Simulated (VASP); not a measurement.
Elastic constants (GPa) of a crystal from LDA (Ceperley-Alder, Perdew-Zunger), VASP's LDA PAW potentials (set 64) (VASP):

```tsv
	xx	yy	zz	yz	xz	xy
xx	248.6	63.0	57.7	0.0	0.0	0.0
yy	63.0	248.6	57.7	0.0	0.0	0.0
zz	57.7	57.7	120.1	0.0	0.0	0.0
yz	0.0	0.0	0.0	71.6	0.0	0.0
xz	0.0	0.0	0.0	0.0	71.6	0.0
xy	0.0	0.0	0.0	0.0	0.0	92.8
```

Finite-difference elastic constants of metals are sensitive to mesh and smearing; shear constants can be off by tens of GPa.

Question: Work out the Voigt, Reuss and Hill moduli, Young's modulus and Poisson's ratio.

Answer: All eigenvalues are positive (smallest 71.6 GPa), so the crystal is stable. K_V = (C11+C22+C33+2(C12+C13+C23))/9 = (617.3 + 2×178.4)/9 = 108.2 GPa; G_V = (617.3 − 178.4 + 3×236.0)/15 = 76.5 GPa. From the compliances, K_R = 95.8 GPa and G_R = 70.8 GPa. Hill: K = 102.0 GPa, G = 73.6 GPa, E = 9KG/(3K+G) = 178.1 GPa, ν = (3K−2G)/(2(3K+G)) = 0.209. K/G = 1.39, below Pugh's 1.75; universal anisotropy A^U = 0.53.

Question: With a density of 8.09 g/cm³, what are the mean sound speeds?

Answer: v_l = √((K+4G/3)/ρ) = 4.97 km/s and v_t = √(G/ρ) = 3.02 km/s. The crystal is Zn (hcp), hexagonal.

The compound is Zn in the hcp structure. It was relaxed first, which changed the volume by -12 %.
